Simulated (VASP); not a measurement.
```
CELL_PARAMETERS angstrom
      4.19000     0.00000     0.00000
      0.00000     4.19000     0.00000
      0.00000     0.00000     4.19000
ATOMIC_POSITIONS crystal
  Ba 0.00000 0.00000 0.00000
  Zr 0.50000 0.50000 0.50000
  O  0.50000 0.00000 0.50000
  O  0.00000 0.50000 0.50000
  O  0.50000 0.50000 0.00000
```

The numbers are results of PBE GGA, VASP's PBE PAW potentials (set 64) (plane waves; VASP), not measurements. Run with 400 eV cut-off, 8×8×8 Γ-centred mesh, Fermi-Dirac smearing of 0.020 eV, potentials Ba_sv Zr_sv O.

Unless said otherwise, spin-orbit coupling is left out, though it shifts the bands of the heavy elements here.

Problem. Give the energies of bands 12 to 23 at the high-symmetry points, in eV from the valence-band maximum.

Solution. 
```
band      Γ      X      M      R
----  -----  -----  -----  -----
12    -1.45  -3.65  -3.76  -3.74
13    -1.45  -1.91  -3.75  -3.74
14    -1.45  -1.91  -3.65  -3.48
15    -0.99  -1.79  -2.40  -2.54
16    -0.99  -1.73  -2.40  -2.54
17    -0.99  -1.73  -0.93  -2.54
18    -0.23  -1.68  -0.93   0.00
19    -0.23  -0.46  -0.79   0.00
20    -0.23  -0.46  -0.08   0.00
21     3.20   3.65   5.70   5.99
22     3.20   5.73   5.70   5.99
23     3.20   5.73   6.47   5.99
```

The gap is indirect, 3.20 eV, from the valence maximum at R to the conduction minimum at Γ.

The structure is a typed BaZrO3 crystal. The cell was not relaxed at this level.
